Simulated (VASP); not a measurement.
# MgC2 (P4_2/mnm) in VASP: reference runs

Aim: a first look at MgC2 with PBE, on the cell as given and on a disturbed one.

Program: VASP 6.6.1. These are calculated values, not measurements. Logs are shortened: lines on timing, memory, paths and dates and some standing lists are left out, and cuts for length are marked.

### 1 The crystal as given

It takes space group P4_2/mnm (No. 136, tetragonal). Conventional cell: a = 3.951 Å, b = 3.951 Å, c = 4.987 Å, α = 90.00°, β = 90.00°, γ = 90.00°. Around Mg (site symmetry mmm) lie 2 C at 2.17 Å. C (site symmetry m2m) is surrounded by 1 C at 1.26 Å.

The cell comes from a database or a generator and needn't be the stable form of this composition.

### 2 Single point, PBE

File INCAR:

```
SYSTEM = MgC2
PREC = Accurate
ENCUT = 520
EDIFF = 1E-7
ISMEAR = -1
SIGMA = 0.05
LREAL = .FALSE.
LASPH = .TRUE.
NELM = 100
ALGO = Normal
ISIF = 2
LWAVE = .FALSE.
LCHARG = .FALSE.
GGA = PE
NBANDS = 19
```

File KPOINTS:

```
Automatic mesh
0
G
  7 7 6
  0 0 0
```

File POSCAR:

```
MgC2
1.0
    3.9507770000      0.0000000000      0.0000000000
    0.0000000000      3.9507770000      0.0000000000
    0.0000000000      0.0000000000      4.9870890000
Mg C
2 4
Direct
    0.0000000000      0.0000000000      0.5000000000
    0.5000000000      0.5000000000      0.0000000000
    0.3876550000      0.6123450000      0.5000000000
    0.1123450000      0.1123450000      0.0000000000
    0.6123450000      0.3876550000      0.5000000000
    0.8876550000      0.8876550000      0.0000000000
```

Potentials or basis: VASP PAW PBE potentials, release 64 (Mg, C).

Launch:

```sh
$ cat potpaw_PBE.64/Mg/POTCAR potpaw_PBE.64/C/POTCAR > POTCAR
$ mpirun -np 1 vasp_std > vasp.out
```

OUTCAR:

```text
SYSTEM = MgC2
   PREC = Accurate
   ENCUT = 520
   EDIFF = 1E-7
   ISMEAR = -1
   LREAL = .FALSE.
   LASPH = .TRUE.
   NELM = 100
   ISIF = 2
   GGA = PE

 ion  position               nearest neighbor table
   1  0.000  0.000  0.500-   3 2.17   5 2.17   4 2.57   6 2.57   4 2.57   6 2.57   5 2.86   3 2.86
                             5 2.86   3 2.86
   2  0.500  0.500  0.000-   4 2.17   6 2.17   5 2.57   3 2.57   3 2.57   5 2.57   4 2.86   4 2.86
                             6 2.86   6 2.86
   3  0.388  0.612  0.500-   5 1.26   1 2.17   2 2.57   2 2.57   1 2.86   1 2.86
   4  0.112  0.112  0.000-   6 1.26   2 2.17   1 2.57   1 2.57   2 2.86   2 2.86
   5  0.612  0.388  0.500-   3 1.26   1 2.17   2 2.57   2 2.57   1 2.86   1 2.86
   6  0.888  0.888  0.000-   4 1.26   2 2.17   1 2.57   1 2.57   2 2.86   2 2.86

  LATTYP: Found a simple tetragonal cell.
 ALAT       =     3.9507770000
 C/A-ratio  =     1.2623058705

  Lattice vectors:

 A1 = (   3.9507770000,   0.0000000000,   0.0000000000)
 A2 = (   0.0000000000,   3.9507770000,   0.0000000000)
 A3 = (   0.0000000000,   0.0000000000,   4.9870890000)

Analysis of symmetry for initial positions (statically):
=====================================================================
 Subroutine PRICEL returns:
 Original cell was already a primitive cell.

 Routine SETGRP: Setting up the symmetry group for a
 simple tetragonal supercell.

 Subroutine GETGRP returns: Found 16 space group operations
 (whereof  8 operations were pure point group operations)
 out of a pool of 16 trial point group operations.

The static configuration has the point symmetry D_2h.
 The point group associated with its full space group is D_4h.

Analysis of symmetry for dynamics (positions and initial velocities):
=====================================================================
 Subroutine PRICEL returns:
 Original cell was already a primitive cell.

 Routine SETGRP: Setting up the symmetry group for a
 simple tetragonal supercell.

 Subroutine GETGRP returns: Found 16 space group operations
 (whereof  8 operations were pure point group operations)
 out of a pool of 16 trial point group operations.

The dynamic configuration has the point symmetry D_2h.
 The point group associated with its full space group is D_4h.

 Subroutine INISYM returns: Found 16 space group operations
 (whereof  8 operations are pure point group operations),
 and found     1 'primitive' translations

----------------------------------------------------------------------------------------

                                     Primitive cell

  volume of cell :      77.8417

  direct lattice vectors                    reciprocal lattice vectors
     3.950777000  0.000000000  0.000000000     0.253114767  0.000000000  0.000000000
     0.000000000  3.950777000  0.000000000     0.000000000  0.253114767  0.000000000
     0.000000000  0.000000000  4.987089000     0.000000000  0.000000000  0.200517777

  length of vectors
     3.950777000  3.950777000  4.987089000     0.253114767  0.253114767  0.200517777

  position of ions in fractional coordinates (direct lattice)
     0.000000000  0.000000000  0.500000000
     0.500000000  0.500000000  0.000000000
     0.387655000  0.612345000  0.500000000
     0.112345000  0.112345000  0.000000000
     0.612345000  0.387655000  0.500000000
     0.887655000  0.887655000  0.000000000

  ion indices of the primitive-cell ions
   primitive index   ion index
                 1           1
                 2           2
                 3           3
                 4           4
                 5           5
                 6           6

----------------------------------------------------------------------------------------

 KPOINTS: Automatic mesh

Automatic generation of k-mesh.
 Grid dimensions read from file:
 generate k-points for:    7    7    6

 Generating k-lattice:

  Cartesian coordinates                     Fractional coordinates (reciprocal lattice)
     0.036159252  0.000000000  0.000000000     0.142857143  0.000000000  0.000000000
     0.000000000  0.036159252  0.000000000     0.000000000  0.142857143  0.000000000
     0.000000000  0.000000000  0.033419630     0.000000000  0.000000000  0.166666667

  Length of vectors
     0.036159252  0.036159252  0.033419630

  Shift w.r.t. Gamma in fractional coordinates (k-lattice)
     0.000000000  0.000000000  0.000000000

 Subroutine IBZKPT returns following result:
 ===========================================

 Found     40 irreducible k-points:

 Following reciprocal coordinates:
            Coordinates               Weight
  0.000000  0.000000  0.000000      1.000000
  0.142857  0.000000  0.000000      4.000000
  0.285714  0.000000  0.000000      4.000000
  0.428571  0.000000  0.000000      4.000000
  0.142857  0.142857  0.000000      4.000000
  0.285714  0.142857  0.000000      8.000000
[... 16 lines left out ...]
  0.285714  0.000000  0.333333      8.000000
  0.428571  0.000000  0.333333      8.000000
 [... further k-points ...]
   k-points           NKPTS =     40   k-points in BZ     NKDIM =     40   number of bands    NBANDS=     19
   number of dos      NEDOS =    301   number of ions     NIONS =      6
   total plane-waves  NPLWV =  36000
   dimension x,y,z NGX =    30 NGY =   30 NGZ =   40
   dimension x,y,z NGXF=    60 NGYF=   60 NGZF=   80
   ions per type =               2   4
   NGX,Y,Z   is equivalent  to a cutoff of  12.62, 12.62, 13.33 a.u.
   NGXF,Y,Z  is equivalent  to a cutoff of  25.25, 25.25, 26.67 a.u.
 SYSTEM =  MgC2
   PREC   = accura    normal or accurate (medium, high low for compatibility)
   ISTART =      0    job   : 0-new  1-cont  2-samecut
   ICHARG =      2    charge: 1-file 2-atom 10-const
   ISPIN  =      1    spin polarized calculation?
   LNONCOLLINEAR =      F non collinear calculations
   LSORBIT =      F    spin-orbit coupling
   LASPH  =      T    aspherical Exc in radial PAW
   ENCUT  =  520.0 eV  38.22 Ry    6.18 a.u.   7.35  7.35  9.27*2*pi/ulx,y,z
   NELM   =    100;   NELMIN=  2; NELMDL= -5     # of ELM steps
   EDIFF  = 0.1E-06   stopping-criterion for ELM
   LREAL  =      F    real-space projection
   EDIFFG = 0.1E-05   stopping-criterion for IOM
   NSW    =      0    number of steps for IOM
   IBRION =     -1    ionic relax: 0-MD 1-quasi-New 2-CG
   NFREE  =      0    steps in history (QN), initial steepest desc. (CG)
   ISIF   =      2    stress and relaxation
   ISYM   =      2    0-nonsym 1-usesym 2-fastsym
   POTIM  = 0.5000    time-step for ionic-motion
   TEBEG  =    0.0;   TEEND  =   0.0 temperature during run
   PSTRESS=    0.0 pullay stress
   NELECT =      20.0000    total number of electrons
   NUPDOWN=      -1.0000    fix difference up-down
   EMIN   =  10.00;   EMAX   =-10.00  energy-range for DOS
   EFERMI =   0.00;   METHOD = LEGACY
   ISMEAR =    -1;   SIGMA  =   0.05  broadening in eV -4-tet -1-fermi 0-gaus
   EFERMI_NEDOS =   21; number of points for ismear=-14 and -15
   IALGO  =     38    algorithm
   IMIX   =      4    mixing-type and parameters
     AMIX     =   0.40;   BMIX     =  1.00
     AMIX_MAG =   1.60;   BMIX_MAG =  1.00
  volume/ion in A,a.u.               =      12.97        87.55
  Fermi-wavevector in a.u.,A,eV,Ry     =   1.040752  1.966737 14.737364  1.083166
  Thomas-Fermi vector in A             =   2.175342
   LORBIT       =      0    0 simple, 1 ext, 2 COOP (PROOUT), +10 PAW based schemes
   GGA     = PE    functional components
   LHFCALC =     F    Hartree Fock is set to
   AEXX    =    0.0000 exact exchange contribution
   IVDW    =     0    specifies the selected vdW correction
   LEPSILON=     F    determine dielectric tensor
   LRPA    =     F    only Hartree local field effects (RPA)
 non-spin polarized calculation
  energy-cutoff  :      520.00
  volume of cell :       77.84
 maximum number of plane-waves:      2146
 NGX is ok and might be reduce to    30
   NGX = 15   NGY = 15   NGZ = 19

 number of electron      20.0000000 magnetization

 Free energy of the ion-electron system (eV)
  ---------------------------------------------------
  ext. energy  EPLUGINS =         0.00000000
  ---------------------------------------------------
  free energy    TOTEN  =       -37.38060788 eV

  energy without entropy =      -37.38060788  energy(sigma->0) =      -37.38060788

 E-fermi :   2.1341     XC(G=0):  -9.5069

 val. band max:        1.0994449444   @ k =   0.4286   0.4286   0.5000
 cond. band min:       3.6884721570   @ k =   0.0000   0.0000   0.0000
 fundamental gap:      2.5890272126
 Fermi energy:         2.1341457100

 k-point     1 :       0.0000    0.0000    0.0000
  band No.  band energies     occupation
      1     -11.7860      2.00000
      2     -10.9168      2.00000
      3      -2.3370      2.00000
      4      -1.9375      2.00000
      5      -1.9375      2.00000
      6      -1.8753      2.00000
[... 11 lines left out ...]
     18      12.0361      0.00000
     19      12.5820      0.00000

 k-point     2 :       0.1429    0.0000    0.0000
  band No.  band energies     occupation
      1     -11.7202      2.00000
      2     -10.9279      2.00000
      3      -2.3715      2.00000
      4      -2.3099      2.00000
      5      -2.2111      2.00000
      6      -1.5496      2.00000
[... 11 lines left out ...]
     18      11.6157      0.00000
     19      12.3403      0.00000

 k-point     3 :       0.2857    0.0000    0.0000
  band No.  band energies     occupation
      1     -11.5431      2.00000
      2     -10.9799      2.00000
      3      -2.9206      2.00000
      4      -2.8894      2.00000
      5      -1.8459      2.00000
      6      -1.1956      2.00000
[... 11 lines left out ...]
     18      11.1797      0.00000
     19      11.9765      0.00000

 k-point     4 :       0.4286    0.0000    0.0000
  band No.  band energies     occupation
      1     -11.3130      2.00000
      2     -11.1074      2.00000
      3      -3.2838      2.00000
      4      -3.2543      2.00000
      5      -1.2836      2.00000
      6      -0.7825      2.00000
[... 407 lines left out ...]
     18      11.8761      0.00000
     19      12.6568      0.00000

 k-point    23 :       0.2857    0.0000    0.3333
  band No.  band energies     occupation
      1     -11.3853      2.00000
      2     -11.1003      2.00000
      3      -3.3437      2.00000
      4      -3.2382      2.00000
      5      -1.2725      2.00000
      6      -1.0864      2.00000
[... 11 lines left out ...]
     18      11.6263      0.00000
     19      12.3589      0.00000

 k-point    24 :       0.4286    0.0000    0.3333
  band No.  band energies     occupation
      1     -11.2317      2.00000
      2     -11.1272      2.00000
      3      -3.6635      2.00000
      4      -3.6226      2.00000
      5      -0.7642      2.00000
      6      -0.6530      2.00000
[... 11 lines left out ...]
     18      11.8655      0.00000
     19      12.2884      0.00000

 [... further k-points ...]
[... 5 lines left out ...]
  --------------------------------------------------------------------------------------
  -------------------------------------------------------------------------------------
  Total       -0.2121015     -0.2121015     -0.1353381      0.0000000      0.0000000      0.0000000
  in kB       -4.3655823     -4.3655823     -2.7855980      0.0000000      0.0000000      0.0000000
  external PRESSURE =      -3.8389209 kB  Pullay stress =       0.0000000 kB

 VOLUME and BASIS-vectors are now :
 -----------------------------------------------------------------------------
  energy-cutoff  :      520.00
  volume of cell :       77.84
      direct lattice vectors                 reciprocal lattice vectors
     3.950777000  0.000000000  0.000000000     0.253114767  0.000000000  0.000000000
     0.000000000  3.950777000  0.000000000     0.000000000  0.253114767  0.000000000
     0.000000000  0.000000000  4.987089000     0.000000000  0.000000000  0.200517777

 POSITION                                       TOTAL-FORCE (eV/Angst)
 -----------------------------------------------------------------------------------
      0.00000      0.00000      2.49354        -0.000000      0.000000     -0.000000
      1.97539      1.97539      0.00000        -0.000000      0.000000     -0.000000
      1.53154      2.41924      2.49354        -0.012423      0.012423     -0.000000
      0.44385      0.44385      0.00000         0.012423      0.012423     -0.000000
      2.41924      1.53154      2.49354         0.012423     -0.012423      0.000000
      3.50693      3.50693      0.00000        -0.012423     -0.012423      0.000000
 -----------------------------------------------------------------------------------
    total drift:                               -0.000000     -0.000000      0.000000

  FREE ENERGIE OF THE ION-ELECTRON SYSTEM (eV)
  ---------------------------------------------------
  free  energy   TOTEN  =       -37.3806078830 eV

  energy  without entropy=      -37.3806078829  energy(sigma->0) =      -37.38060788
```

Wall time 29 s (1 thread of AMD EPYC 9R45 (Zen 5), shared host); peak memory 0.18 GiB.

Results:

* Free energy: -37.3806 eV
* Pressure: -0.4 GPa
* Largest force: 0.018 eV/Å
* Band gap on the k mesh: 2.59 eV, indirect (least direct gap 2.96 eV)

Forces in eV/Å, atoms in the order of the input:
```
Mg   0.000  0.000  0.000
Mg   0.000  0.000  0.000
C   -0.012  0.012  0.000
C    0.012  0.012  0.000
C    0.012 -0.012  0.000
C   -0.012 -0.012  0.000
```

Stress tensor (GPa, compression positive):
```
-0.44  0.00  0.00
 0.00 -0.44  0.00
 0.00  0.00 -0.28
```

Caveat: the standard files for N, O and F lose accuracy on very short bonds; an odd mesh through Γ misses points on the zone boundary, where band edges often lie.

(Continued in part 2 of 2.)
